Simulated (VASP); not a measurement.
An input for Quantum ESPRESSO's pw.x (written as the equivalent of a VASP run, and not itself run):

```
&CONTROL
  calculation = 'scf'
  pseudo_dir = './pseudo'
  outdir = './out'
  tprnfor = .true.
  tstress = .true.
/
&SYSTEM
  ibrav = 0
  nat = 2
  ntyp = 2
  ecutwfc = 84
  occupations = 'smearing'
  smearing = 'gaussian'
  degauss = 0.003675
  input_dft = 'vdw-df-ob86'
/
&ELECTRONS
  conv_thr = 7.3e-09
  electron_maxstep = 100
/
ATOMIC_SPECIES
  Zn 65.380 Zn.upf
  S 32.060 S.upf
CELL_PARAMETERS angstrom
     0.0000000    2.7025918    2.7025918
     2.7025918    0.0000000    2.7025918
     2.7025918    2.7025918    0.0000000
ATOMIC_POSITIONS crystal
  Zn   0.0000000  0.0000000  0.0000000
  S    0.2500000  0.2500000  0.2500000
K_POINTS automatic
  8 8 8 0 0 0
```

Problem. Write the VASP files for the same calculation (optB86b-vdW).

Solution. One answer among several that fit: 
### POSCAR
```
ZnS
1
    0.0000000000     2.7025917715     2.7025917715
    2.7025917715     0.0000000000     2.7025917715
    2.7025917715     2.7025917715     0.0000000000
Zn S
1 1
Direct
  0.0000000000   0.0000000000   0.0000000000
  0.2500000000   0.2500000000   0.2500000000
```

KPOINTS:
```
Automatic mesh
0
Gamma
  8 8 8
0 0 0
```

### INCAR
```
SYSTEM = ZnS
PREC = Accurate
ENCUT = 520
EDIFF = 1E-7
NELM = 100
ALGO = Normal
LREAL = .FALSE.
LASPH = .TRUE.
ISMEAR = 0
SIGMA = 0.05
GGA = MK
PARAM1 = 0.1234
PARAM2 = 1.0
LUSE_VDW = .TRUE.
AGGAC = 0.0
LMAXMIX = 4
LWAVE = .FALSE.
LCHARG = .FALSE.
ISIF = 2
```

POTCAR, in this order: Zn S (PBE.64 set). Program: vasp_std.

What does not carry over: the potentials are each code's own (VASP's PAW set, PseudoDojo norm-conserving files in pw.x), so ENCUT and ecutwfc are chosen apart and not converted; conv_thr bounds pw.x's estimated SCF error, while EDIFF bounds the energy change between steps.

The compound is ZnS in the zinc blende structure. It was relaxed first.
